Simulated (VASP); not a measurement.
The system is Ga2Ge2O3.

```
CELL_PARAMETERS angstrom
6.04640 0.07569 -0.04636
-1.47882 2.60880 -0.03536
-0.10962 -0.25635 14.81728
ATOMIC_POSITIONS crystal
Ga 0.18947 0.64998 0.11080
Ga 0.62508 0.61238 0.10390
Ga 0.32338 0.21250 0.89753
Ga 0.87904 0.40083 0.89665
Ge 0.37131 0.40758 0.42014
Ge 0.83534 0.28199 0.42452
Ge 0.21533 0.75674 0.58635
Ge 0.68702 0.72890 0.57285
O 0.30415 0.26732 0.13878
O 0.83133 0.36144 0.12928
O 0.17817 0.63742 0.84701
O 0.64203 0.61283 0.84050
O 0.97313 0.02708 0.00503
O 0.48945 0.93340 0.00374
```

The cell was built by a generator and needn't be a form met in nature.

```yaml
Program: VASP 6.6.1
Task: relaxation of cell and atoms
Functional: PBE
Potentials_or_basis: VASP PAW PBE potentials, release 64 (Ga_d, Ge_d, O)
Cutoff: 520 eV
k_mesh: 9 × 9 × 2
Occupations: gaussian, width 0.15 eV
Spin: no spin polarisation
```

At the start: pressure 5.0 GPa; volume 16.81 Å³/atom.

How do energy, volume and symmetry change on relaxing?

Over 39 steps the energy falls by 330.7 meV/atom and the volume is 16.54 Å³/atom (-1.6 %); space group P1 (No. 1, to 0.05 Å).

The path:
```csv
step,energy change (eV),largest force (eV/Å),pressure (GPa),volume (Å³)
1,0.0000,8.1649,5.00,235.30
2,-1.9620,4.1253,-7.14,253.27
3,-3.4200,1.9225,-4.81,244.93
4,-4.2267,1.2632,0.40,230.15
5,-4.2339,1.2775,1.03,228.73
6,-4.4462,0.4658,0.71,229.16
7,-4.4484,0.5377,0.70,229.21
8,-4.5076,0.3783,-0.48,231.55
9,-4.5138,0.3911,-0.98,232.53
10,-4.5562,0.3004,-0.07,230.61
11,-4.5640,0.3165,0.45,229.54
12,-4.5758,0.1732,-0.14,230.51
13,-4.5760,0.1665,-0.13,230.40
14,-4.5834,0.1452,0.02,230.31
15,-4.5873,0.1630,0.14,230.21
16,-4.5946,0.1432,-0.08,230.69
17,-4.5957,0.1437,-0.16,230.88
18,-4.6030,0.1429,0.08,230.57
19,-4.6063,0.2116,0.26,230.32
20,-4.6061,0.3493,0.63,229.83
21,-4.6074,0.2696,0.35,230.12
22,-4.6111,0.2262,0.34,230.32
23,-4.6151,0.1866,0.27,230.59
24,-4.6187,0.1517,0.15,231.13
25,-4.6217,0.1063,0.05,231.44
26,-4.6232,0.1055,-0.05,231.72
27,-4.6229,0.1773,-0.28,232.27
28,-4.6236,0.1287,-0.17,231.94
29,-4.6256,0.0769,-0.06,231.74
30,-4.6267,0.0652,0.07,231.50
31,-4.6268,0.0706,0.08,231.45
32,-4.6282,0.0481,0.00,231.55
33,-4.6284,0.0477,0.04,231.58
34,-4.6285,0.0759,-0.02,231.65
35,-4.6286,0.0550,-0.04,231.62
36,-4.6286,0.0669,0.02,231.63
37,-4.6293,0.0452,-0.08,231.81
38,-4.6293,0.0476,-0.08,231.82
39,-4.6297,0.0293,0.04,231.55
```

Final structure:
```yaml
crystal:
  lattice:
    - [6.07639, 0.02425, -0.00230]
    - [-1.50853, 2.61923, -0.03399]
    - [-0.00562, -0.19217, 14.51803]
  atoms:
    - { symbol: Ga, position: [0.16025, 0.61220, 0.09639] }
    - { symbol: Ga, position: [0.66067, 0.69358, 0.09675] }
    - { symbol: Ga, position: [0.33781, 0.32786, 0.89831] }
    - { symbol: Ga, position: [0.83744, 0.27398, 0.89774] }
    - { symbol: Ge, position: [0.36142, 0.39724, 0.42329] }
    - { symbol: Ge, position: [0.86185, 0.33841, 0.42315] }
    - { symbol: Ge, position: [0.19461, 0.71305, 0.57766] }
    - { symbol: Ge, position: [0.69376, 0.72530, 0.57765] }
    - { symbol: O, position: [0.32820, 0.28565, 0.14726] }
    - { symbol: O, position: [0.82793, 0.36498, 0.14770] }
    - { symbol: O, position: [0.16693, 0.65623, 0.84726] }
    - { symbol: O, position: [0.66698, 0.59511, 0.84734] }
    - { symbol: O, position: [0.97327, 0.03783, 0.99876] }
    - { symbol: O, position: [0.47313, 0.86895, 0.99784] }
```
